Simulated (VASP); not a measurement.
# RuSe (Fm-3m) in VASP: further runs

The runs below take RuSe through single point, with LDA+U.

Program: VASP 6.6.1. These are calculated values, not measurements. Logs are shortened: lines on timing, memory, paths and dates and some standing lists are left out, and cuts for length are marked.

### Step 1. Starting point

The structure is cubic, space group Fm-3m (No. 225). Conventional cell: a = 5.355 Å, b = 5.355 Å, c = 5.355 Å, α = 90.00°, β = 90.00°, γ = 90.00°. Ru (site symmetry m-3m) is surrounded by 6 Se at 2.68 Å. Se (site symmetry m-3m) is surrounded by 6 Ru at 2.68 Å.

The cell comes from a database or a generator and needn't be the stable form of this composition.

### Step 2. Single point, LDA+U, collinear spin, antiferromagnetic start

Contents of INCAR:

```
PREC     = Accurate       # precision mode
ENCUT    = 520            # plane-wave cutoff, eV
EDIFF    = 1E-7           # SCF threshold, eV
ISMEAR   = 0              # smearing method
SIGMA    = 0.05           # smearing width, eV
LREAL    = F              # projectors in reciprocal space
LASPH    = T              # aspherical terms in the spheres
NELM     = 80             # most SCF steps
ALGO     = Normal         # electronic algorithm
ISIF     = 2              # what is computed and relaxed
LWAVE    = F              # write WAVECAR
LCHARG   = T              # write CHGCAR
ISPIN    = 2              # spin polarisation
MAGMOM   = 1 -1 0 0       # initial moments
LORBIT   = 11             # projections on sites
LMAXMIX  = 4              # l up to which the mixer works
LDAU     = T              # DFT+U
LDAUTYPE = 2            
LDAUL    = 2 -1           # shell
LDAUU    = 2 0            # U, eV
LDAUJ    = 0 0          
LDAUPRINT= 1            
GGA      = CA             # functional
LELF     = T              # ELF
LVHAR    = T            
NBANDS   = 32             # bands
```

Contents of KPOINTS:

```
regular mesh
0
Gamma
  6 6 6
```

Contents of POSCAR:

```
RuSe
1.0
    2.6776164100      2.6776164100      5.3552328200
    2.6776164100     -2.6776164100      0.0000000000
    2.6776164100      2.6776164100      0.0000000000
Ru Se
2 2
Direct
    0.5000000000      0.0000000000      0.5000000000
    0.0000000000      0.5000000000      0.5000000000
    0.0000000000      0.0000000000      0.0000000000
    0.5000000000      0.5000000000      0.0000000000
```

Potentials or basis: VASP PAW LDA potentials, release 64 (Ru_pv, Se).

On the command line:

```console
$ cat potpaw_LDA.64/Ru_pv/POTCAR potpaw_LDA.64/Se/POTCAR > POTCAR
$ mpirun -np 1 vasp_std > vasp.out
```

OUTCAR:

```text
PREC = Accurate
   ENCUT = 520
   EDIFF = 1E-7
   ISMEAR = 0
   LREAL = F
   LASPH = T
   NELM = 80
   ISIF = 2
   ISPIN = 2
   LORBIT = 11
   GGA = CA

 ion  position               nearest neighbor table
   1  0.500  0.000  0.500-   4 2.68   3 2.68   4 2.68   4 2.68   4 2.68   3 2.68
   2  0.000  0.500  0.500-   3 2.68   3 2.68   4 2.68   3 2.68   3 2.68   4 2.68
   3  0.000  0.000  0.000-   2 2.68   1 2.68   2 2.68   2 2.68   2 2.68   1 2.68
   4  0.500  0.500  0.000-   1 2.68   1 2.68   2 2.68   1 2.68   1 2.68   2 2.68

  LATTYP: Found a simple tetragonal cell.
 ALAT       =     3.7867214419
 C/A-ratio  =     1.4142135624

  Lattice vectors:

 A1 = (   2.6776164100,  -2.6776164100,   0.0000000000)
 A2 = (   2.6776164100,   2.6776164100,   0.0000000000)
 A3 = (   0.0000000000,   0.0000000000,   5.3552328200)

Analysis of symmetry for initial positions (statically):
=====================================================================
 Subroutine PRICEL returns following result:

  LATTYP: Found a face centered cubic cell.
 ALAT       =     5.3552328200
[... 12 lines left out ...]
 Subroutine GETGRP returns: Found 16 space group operations
 (whereof 16 operations were pure point group operations)
 out of a pool of 16 trial point group operations.

The static configuration has the point symmetry D_4h.

Analysis of symmetry for dynamics (positions and initial velocities):
=====================================================================
 Subroutine PRICEL returns following result:

  LATTYP: Found a face centered cubic cell.
 ALAT       =     5.3552328200
[... 12 lines left out ...]
 Subroutine GETGRP returns: Found 16 space group operations
 (whereof 16 operations were pure point group operations)
 out of a pool of 16 trial point group operations.

The dynamic configuration has the point symmetry D_4h.

Analysis of structural, dynamic, and magnetic symmetry:
=====================================================================
 Subroutine PRICEL returns following result:

  LATTYP: Found a face centered cubic cell.
 ALAT       =     5.3552328200
[... 12 lines left out ...]
 Subroutine GETGRP returns: Found 16 space group operations
 (whereof 16 operations were pure point group operations)
 out of a pool of 16 trial point group operations.

The overall configuration has the point symmetry D_4h.

 Subroutine INISYM returns: Found 16 space group operations
 (whereof 16 operations are pure point group operations),
 and found     2 'primitive' translations

----------------------------------------------------------------------------------------

                                     Primitive cell

  volume of cell :      38.3950

  direct lattice vectors                    reciprocal lattice vectors
     2.677616410  0.000000000  2.677616410     0.186733245 -0.186733245  0.186733245
     2.677616410  2.677616410  0.000000000     0.186733245  0.186733245 -0.186733245
     0.000000000  2.677616410  2.677616410    -0.186733245  0.186733245  0.186733245

  length of vectors
     3.786721442  3.786721442  3.786721442     0.323431467  0.323431467  0.323431467

  position of ions in fractional coordinates (direct lattice)
     0.500000000  0.500000000  0.500000000
     0.000000000  0.000000000  0.000000000
[... 147 lines left out ...]
 -0.0000 -0.0000  0.2773  0.0000  0.0000
  0.0000  0.0000  0.0000  0.7779  0.0000
 -0.0000 -0.0000  0.0000  0.0000  0.3087

 occupancies and eigenvectors

  o =  0.2773  v =  0.0000  0.0000  0.0000  0.0000  0.0000  0.0000 -0.0000  1.0000  0.0000  0.0000      0.0000  0.0000  0.0000  0.0000  0.0000  0.0000  0.0000  0.0000  0.0000  0.0000
  o =  0.3087  v =  0.0000  0.0000  0.0000  0.0000  0.0000  0.0000 -0.0000 -0.0000  0.0000  1.0000      0.0000  0.0000  0.0000  0.0000  0.0000  0.0000  0.0000  0.0000  0.0000  0.0000
  o =  0.4201  v =  0.0000  0.0000  0.0000  0.0000  0.0000  1.0000  0.0000  0.0000  0.0000  0.0000      0.0000  0.0000  0.0000  0.0000  0.0000  0.0000  0.0000  0.0000  0.0000  0.0000
  o =  0.5060  v =  0.0000  0.0000  1.0000 -0.0000  0.0000  0.0000  0.0000  0.0000  0.0000  0.0000      0.0000  0.0000  0.0000  0.0000  0.0000  0.0000  0.0000  0.0000  0.0000  0.0000
  o =  0.5496  v =  0.0000  0.0000 -0.0000  0.0000  1.0000  0.0000  0.0000  0.0000  0.0000  0.0000      0.0000  0.0000  0.0000  0.0000  0.0000  0.0000  0.0000  0.0000  0.0000  0.0000
  o =  0.7779  v =  0.0000  0.0000  0.0000  0.0000  0.0000  0.0000  0.2311  0.0000  0.9729  0.0000      0.0000  0.0000  0.0000  0.0000  0.0000  0.0000  0.0000  0.0000  0.0000  0.0000
  o =  0.7779  v =  0.0000  0.0000  0.0000  0.0000  0.0000  0.0000  0.9729  0.0000 -0.2311  0.0000      0.0000  0.0000  0.0000  0.0000  0.0000  0.0000  0.0000  0.0000  0.0000  0.0000
  o =  0.8342  v =  0.0000  0.9996 -0.0000 -0.0273 -0.0000  0.0000  0.0000  0.0000  0.0000  0.0000      0.0000  0.0000  0.0000  0.0000  0.0000  0.0000  0.0000  0.0000  0.0000  0.0000
  o =  0.8342  v =  0.0000 -0.0273 -0.0000 -0.9996  0.0000  0.0000  0.0000  0.0000  0.0000  0.0000      0.0000  0.0000  0.0000  0.0000  0.0000  0.0000  0.0000  0.0000  0.0000  0.0000
  o =  0.8441  v =  1.0000  0.0000  0.0000  0.0000  0.0000  0.0000  0.0000  0.0000  0.0000  0.0000      0.0000  0.0000  0.0000  0.0000  0.0000  0.0000  0.0000  0.0000  0.0000  0.0000

atom =   2  type =  1  l = 2

 onsite density matrix

spin component  1

  0.4201  0.0000  0.0000  0.0000 -0.0000
  0.0000  0.7779 -0.0000 -0.0000  0.0000
  0.0000 -0.0000  0.2773 -0.0000  0.0000
  0.0000 -0.0000 -0.0000  0.7779  0.0000
 -0.0000  0.0000  0.0000  0.0000  0.3087

spin component  2

  0.8441 -0.0000  0.0000  0.0000 -0.0000
 -0.0000  0.8342  0.0000 -0.0000 -0.0000
  0.0000  0.0000  0.5060  0.0000  0.0000
  0.0000 -0.0000  0.0000  0.8342  0.0000
 -0.0000 -0.0000  0.0000  0.0000  0.5496

 occupancies and eigenvectors

  o =  0.2773  v =  0.0000  0.0000 -1.0000  0.0000  0.0000  0.0000  0.0000  0.0000  0.0000  0.0000      0.0000  0.0000  0.0000  0.0000  0.0000  0.0000  0.0000  0.0000  0.0000  0.0000
  o =  0.3087  v =  0.0000  0.0000 -0.0000  0.0000 -1.0000  0.0000  0.0000  0.0000  0.0000  0.0000      0.0000  0.0000  0.0000  0.0000  0.0000  0.0000  0.0000  0.0000  0.0000  0.0000
  o =  0.4201  v =  1.0000  0.0000  0.0000  0.0000  0.0000  0.0000  0.0000  0.0000  0.0000  0.0000      0.0000  0.0000  0.0000  0.0000  0.0000  0.0000  0.0000  0.0000  0.0000  0.0000
  o =  0.5060  v =  0.0000  0.0000  0.0000  0.0000  0.0000  0.0000 -0.0000 -1.0000  0.0000 -0.0000      0.0000  0.0000  0.0000  0.0000  0.0000  0.0000  0.0000  0.0000  0.0000  0.0000
  o =  0.5496  v =  0.0000  0.0000  0.0000  0.0000  0.0000  0.0000  0.0000 -0.0000 -0.0000  1.0000      0.0000  0.0000  0.0000  0.0000  0.0000  0.0000  0.0000  0.0000  0.0000  0.0000
  o =  0.7779  v =  0.0000  0.7784  0.0000  0.6278  0.0000  0.0000  0.0000  0.0000  0.0000  0.0000      0.0000  0.0000  0.0000  0.0000  0.0000  0.0000  0.0000  0.0000  0.0000  0.0000
  o =  0.7779  v =  0.0000  0.6278  0.0000 -0.7784  0.0000  0.0000  0.0000  0.0000  0.0000  0.0000      0.0000  0.0000  0.0000  0.0000  0.0000  0.0000  0.0000  0.0000  0.0000  0.0000
  o =  0.8342  v =  0.0000  0.0000  0.0000  0.0000  0.0000  0.0000 -0.9992  0.0000  0.0406  0.0000      0.0000  0.0000  0.0000  0.0000  0.0000  0.0000  0.0000  0.0000  0.0000  0.0000
  o =  0.8342  v =  0.0000  0.0000  0.0000  0.0000  0.0000  0.0000 -0.0406 -0.0000 -0.9992  0.0000      0.0000  0.0000  0.0000  0.0000  0.0000  0.0000  0.0000  0.0000  0.0000  0.0000
  o =  0.8441  v =  0.0000  0.0000  0.0000  0.0000  0.0000  1.0000  0.0000  0.0000  0.0000  0.0000      0.0000  0.0000  0.0000  0.0000  0.0000  0.0000  0.0000  0.0000  0.0000  0.0000

 number of electron      40.0000000 magnetization      -0.0000000

 Free energy of the ion-electron system (eV)
  ---------------------------------------------------
  ext. energy  EPLUGINS =         0.00000000
  ---------------------------------------------------
  free energy    TOTEN  =       -22.69240295 eV

  energy without entropy =      -22.68440812  energy(sigma->0) =      -22.68840553

 E-fermi :   6.8279     XC(G=0): -11.5087

 val. band max:        6.8211984478   @ k =  -0.3333   0.1667   0.1667
 cond. band min:       6.8328819835   @ k =   0.1667   0.5000   0.1667
 fundamental gap:      0.0116835357
 Fermi energy:         6.8278606748

 spin component 1

 k-point     1 :       0.0000    0.0000    0.0000
  band No.  band energies     occupation
      1     -35.3731      1.00000
      2     -35.3731      1.00000
      3     -34.9698      1.00000
      4     -34.6118      1.00000
      5     -34.6118      1.00000
      6     -34.4431      1.00000
[... 1673 lines left out ...]
     31      15.9866      0.00000
     32      16.1263      0.00000

 [... further k-points ...]

------------------------ aborting loop because EDIFF is reached ----------------------------------------

  FORCE on cell =-STRESS in cart. coord.  units (eV):
  Direction    XX          YY          ZZ          XY          YZ          ZX
  --------------------------------------------------------------------------------------
  -------------------------------------------------------------------------------------
  Total       -8.6755629     -8.6755629     -8.1626057      0.0000000     -0.0000000      0.0000000
  in kB     -181.0102502   -181.0102502   -170.3077172      0.0000000     -0.0000000      0.0000000
  external PRESSURE =    -177.4427392 kB  Pullay stress =       0.0000000 kB

 VOLUME and BASIS-vectors are now :
 -----------------------------------------------------------------------------
  energy-cutoff  :      520.00
  volume of cell :       76.79
      direct lattice vectors                 reciprocal lattice vectors
     2.677616410  2.677616410  5.355232820     0.000000000  0.000000000  0.186733245
     2.677616410 -2.677616410  0.000000000     0.186733245 -0.186733245  0.000000000
     2.677616410  2.677616410  0.000000000     0.186733245  0.186733245 -0.186733245

 POSITION                                       TOTAL-FORCE (eV/Angst)
 -----------------------------------------------------------------------------------
      2.67762      2.67762      2.67762         0.000000     -0.000000      0.000000
      2.67762      0.00000      0.00000         0.000000     -0.000000      0.000000
      0.00000      0.00000      0.00000         0.000000      0.000000      0.000000
      2.67762      0.00000      2.67762        -0.000000      0.000000      0.000000
 -----------------------------------------------------------------------------------
    total drift:                                0.000000      0.000000      0.000000

  FREE ENERGIE OF THE ION-ELECTRON SYSTEM (eV)
  ---------------------------------------------------
  free  energy   TOTEN  =       -22.6924029462 eV

  energy  without entropy=      -22.6844081174  energy(sigma->0) =      -22.68840553

 total charge

# of ion       s       p       d       tot
------------------------------------------
    1        0.240   6.108   6.083  12.431
    2        0.240   6.108   6.083  12.431
    3        1.445   2.268   0.067   3.780
    4        1.445   2.268   0.067   3.780
--------------------------------------------------
tot          3.369  16.752  12.300  32.422

 magnetization (x)

# of ion       s       p       d       tot
------------------------------------------
    1        0.025   0.003   1.002   1.030
    2       -0.025  -0.003  -1.002  -1.030
    3       -0.004  -0.011  -0.002  -0.017
    4        0.004   0.011   0.002   0.017
--------------------------------------------------
tot          0.000   0.000  -0.000  -0.000
```

It took 4.4 min on 1 thread of Intel Xeon Platinum 8375C at 2.90GHz (Ice Lake), shared host; peak memory 0.27 GiB.

The run converged, but a check on its numbers failed (symmetry, net force, bounds or a known fault of this set-up), so they aren't taken as properties of the crystal.

Caveat: the result breaks the symmetry of the cell.

### Step 3. Single point, LDA+U, collinear spin, ferrimagnetic start

This run uses another cell than the first one, of the same volume but with other edges.

Contents of INCAR:

```
ALGO = Normal ; EDIFF = 1E-7
ENCUT = 520 ; GGA = CA
ISIF = 2 ; ISMEAR = 0
ISPIN = 2 ; LASPH = True
LCHARG = False ; LDAU = True
LDAUJ = 0 0 ; LDAUL = 2 -1
LDAUPRINT = 1 ; LDAUTYPE = 2
LDAUU = 2 0 ; LMAXMIX = 4
LORBIT = 11 ; LREAL = False
LWAVE = False ; MAGMOM = 1 -0.5 0 0
NELM = 60 ; PREC = Accurate
SIGMA = 0.05
```

Contents of KPOINTS:

```
k-points
0
Gamma
  6 6 6
```

Contents of POSCAR:

```
RuSe
1.0
    5.3552328200      2.6776164100      2.6776164100
    2.6776164100      5.3552328200      2.6776164100
    2.6776164100      2.6776164100      5.3552328200
Ru Se
2 2
Direct
    0.2500000000      0.2500000000      0.2500000000
    0.7500000000      0.7500000000      0.7500000000
    0.0000000000      0.0000000000      0.0000000000
    0.5000000000      0.5000000000      0.5000000000
```

Potentials or basis: VASP PAW LDA potentials, release 64 (Ru_pv, Se).

On the command line:

```console
$ cat potpaw_LDA.64/Ru_pv/POTCAR potpaw_LDA.64/Se/POTCAR > POTCAR
$ mpirun -np 1 vasp_std > vasp.out
```

It took 14 min on 1 thread of Intel Xeon Platinum 8375C at 2.90GHz (Ice Lake), shared host; peak memory 0.35 GiB.

It converged, with:

- Free energy: -22.5953 eV
- Pressure: -18.3 GPa
- Band gap on the k mesh: none (metal or under the smearing width)
- Net moment: 2.41 μB per cell
- Site moments: Ru +1.10, +1.07; Se +0.04 μB
- Valence electrons inside the program's atomic spheres: Ru 12.43; Se 3.78

Levels at points of the mesh, in eV from the Fermi level:
Spin up:
| k point | band 17 | band 18 | band 19 | band 20 | band 21 | band 22 | band 23 | band 24 |
| --- | --- | --- | --- | --- | --- | --- | --- | --- |
| (0.00, 0.00, 0.00) | -1.40 | -1.40 | -1.32 | -1.32 | -1.32 | -0.83 | 2.50 | 3.11 |
| (0.50, 0.00, 0.00) | -1.29 | -1.27 | -0.96 | -0.93 | 0.73 | 0.75 | 0.91 | 0.93 |
| (0.50, 0.50, 0.00) | -1.41 | -1.39 | -1.13 | -1.11 | -0.81 | -0.07 | 2.19 | 3.11 |
| (0.50, 0.50, 0.50) | -1.90 | -1.90 | -1.37 | -1.34 | 1.25 | 1.25 | 1.26 | 1.26 |
Spin down:
```tsv
k point	band 17	band 18	band 19	band 20	band 21	band 22
(0.00, 0.00, 0.00)	-1.24	-1.06	-1.06	-0.36	-0.36	0.15
(0.50, 0.00, 0.00)	-0.22	-0.22	0.06	0.07	1.39	1.39
(0.50, 0.50, 0.00)	-0.35	-0.34	-0.03	-0.01	0.13	0.86
(0.50, 0.50, 0.50)	-0.96	-0.96	-0.56	-0.54	1.79	1.79
```

Eigenvalues of the final occupation matrices:
```csv
site,spin,trace,eigenvalues
site 1 d,1,3.60,0.54 0.54 0.84 0.84 0.84
site 1 d,2,2.53,0.35 0.35 0.60 0.62 0.62
site 2 d,1,3.58,0.53 0.53 0.84 0.84 0.84
site 2 d,2,2.55,0.35 0.35 0.61 0.62 0.62
```

The state reached can hang on the start; a lower one may exist.

### Step 4. Single point, LDA+U, collinear spin, ferromagnetic start

This run uses another cell than the first one: it holds 2 atoms, not 4.

Contents of INCAR:

```
PREC = Accurate
ENCUT = 520
EDIFF = 1E-6
ISMEAR = 0
SIGMA = 0.05
LREAL = F
LASPH = T
NELM = 100
ALGO = Normal
ISIF = 2
LWAVE = F
LCHARG = T
ISPIN = 2
MAGMOM = 1 0
LORBIT = 11
NUPDOWN = 0
LMAXMIX = 4
LDAU = T
LDAUTYPE = 2
LDAUL = 2 -1
LDAUU = 2 0
LDAUJ = 0 0
LDAUPRINT = 1
GGA = CA
LELF = T
LVHAR = T
```

Contents of KPOINTS:

```
regular mesh
0
Gamma
  6 6 6
```

Contents of POSCAR:

```
RuSe
1.0
    0.0000000000      2.6776164100      2.6776164100
    2.6776164100      0.0000000000      2.6776164100
    2.6776164100      2.6776164100      0.0000000000
Ru Se
1 1
Direct
    0.5000000000      0.5000000000      0.5000000000
    0.0000000000      0.0000000000      0.0000000000
```

On the command line:

```console
$ cat potpaw_LDA.64/Ru_pv/POTCAR potpaw_LDA.64/Se/POTCAR > POTCAR
$ mpirun -np 1 vasp_std > vasp.out
```

It took 16 s on 1 thread of Intel Xeon Platinum 8375C at 2.90GHz (Ice Lake), shared host; peak memory 0.15 GiB.

Results (log left out):

```yaml
Free_energy: -11.3298 eV
Pressure: -19.4 GPa
Net_moment: 0.00 μB per cell
Valence_electrons_inside_the_program's_atomic_spheres: Ru 12.45; Se 3.77
```

Eigenvalues of the final occupation matrices:
| site | spin | trace | eigenvalues |
| --- | --- | --- | --- |
| site 1 d | 1 | 3.08 | 0.35 0.35 0.79 0.79 0.79 |
| site 1 d | 2 | 3.08 | 0.35 0.35 0.79 0.79 0.79 |

Caveat: the total moment is fixed, so each spin has its own Fermi level. The state reached can hang on the start; a lower one may exist.
